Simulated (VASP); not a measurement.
The system is PtSe2 (Sudovikovite).

```
CELL_PARAMETERS angstrom
3.72400 0.00000 0.00000
-1.86200 3.22508 0.00000
0.00000 0.00000 5.06200
ATOMIC_POSITIONS crystal
Pt 0.00000 0.00000 0.00000
Se 0.33333 0.66667 0.25000
Se 0.66667 0.33333 0.75000
```

| Property | Result |
| --- | --- |
| Program | VASP 6.6.1 |
| Task | relaxation of cell and atoms |
| Functional | PBE |
| Dispersion | D3(BJ) |
| Potentials or basis | VASP PAW PBE potentials, release 64 (Pt, Se) |
| Cutoff | 600 eV |
| k mesh | 9 × 9 × 5 |
| Occupations | gaussian, width 0.03 eV |
| Spin | no spin polarisation |

At the start: pressure 3.5 GPa; volume 20.27 Å³/atom.

Question: How do energy, volume and symmetry change on relaxing?

Answer: Over 20 steps the energy falls by 17.0 meV/atom and the volume is 19.74 Å³/atom (-2.6 %); space group P-3m1 (No. 164, to 0.05 Å).

Step by step:
| step | energy change (eV) | largest force (eV/Å) | pressure (GPa) | volume (Å³) |
| --- | --- | --- | --- | --- |
| 1 | 0.0000 | 0.6006 | 3.50 | 60.80 |
| 2 | 0.0320 | 0.3870 | -5.82 | 64.77 |
| 3 | -0.0234 | 0.1841 | -0.55 | 62.31 |
| 4 | -0.0234 | 0.1918 | -0.48 | 62.28 |
| 5 | -0.0282 | 0.1640 | -0.42 | 61.93 |
| 6 | -0.0396 | 0.0765 | -0.22 | 60.88 |
| 7 | -0.0415 | 0.1775 | 0.61 | 58.80 |
| 8 | -0.0449 | 0.0420 | 0.19 | 59.80 |
| 9 | -0.0491 | 0.0906 | -0.42 | 59.66 |
| 10 | -0.0495 | 0.1121 | -0.67 | 59.60 |
| 11 | -0.0493 | 0.0600 | 0.92 | 58.67 |
| 12 | -0.0507 | 0.0292 | 0.08 | 59.15 |
| 13 | -0.0508 | 0.0204 | -0.01 | 59.21 |
| 14 | -0.0509 | 0.0172 | -0.04 | 59.23 |
| 15 | -0.0509 | 0.0155 | -0.02 | 59.24 |
| 16 | -0.0509 | 0.0129 | -0.08 | 59.26 |
| 17 | -0.0509 | 0.0153 | -0.06 | 59.25 |
| 18 | -0.0509 | 0.0123 | 0.13 | 59.21 |
| 19 | -0.0509 | 0.0006 | 0.03 | 59.23 |
| 20 | -0.0509 | 0.0018 | 0.02 | 59.23 |

Final structure:
```cif
data_structure
_symmetry_space_group_name_H-M 'P 1'
_symmetry_Int_Tables_number 1
_cell_length_a 3.7698
_cell_length_b 3.7698
_cell_length_c 4.8123
_cell_angle_alpha 90.000
_cell_angle_beta 90.000
_cell_angle_gamma 120.000
_cell_volume 59.23
loop_
_atom_site_label
_atom_site_type_symbol
_atom_site_fract_x
_atom_site_fract_y
_atom_site_fract_z
_atom_site_occupancy
Pt1 Pt 0.00000 0.00000 0.00000 1
Se1 Se 0.33333 0.66667 0.26664 1
Se2 Se 0.66667 0.33333 0.73336 1
```

Caveat: pairwise dispersion overbinds metals, which lowers pressure and volume.
